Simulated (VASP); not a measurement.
Data:

```
InAs
1.0
    3.50705     0.00000     0.00000
    0.00000     3.50705     0.00000
    0.00000     0.00000     3.50705
In As
1 1
Cartesian
  0.00000   0.00000   0.00000
  1.75353   1.75353   1.75353
```

Level of theory: PBEsol GGA, VASP's PBE PAW potentials (set 64) (plane waves; VASP). Run with 500 eV cut-off, 10×10×10 Γ-centred mesh, first-order Methfessel-Paxton smearing of 0.10 eV, potentials In_d As.

Unless said otherwise, spin-orbit coupling is left out, though it shifts the bands of the heavy elements here.

Estimate the energy per atom (σ→0), band gap (on the k-mesh) with the smallest direct gap where there is one.

```
Property                                                     Value
------------------------  ----------------------------------------
band gap (on the k-mesh)  none (metal, semimetal or under 0.01 eV)
energy per atom (σ→0)                               -3.896 eV/atom
```

The absolute energy has meaning only against runs of the same code, potentials and settings.

The structure was generated: InAs was put into the CsCl type type (Pm-3m), which need not be its known phase. It was relaxed first, which changed the volume by +10 %. VASP warned that the highest band is occupied, so more bands are needed.
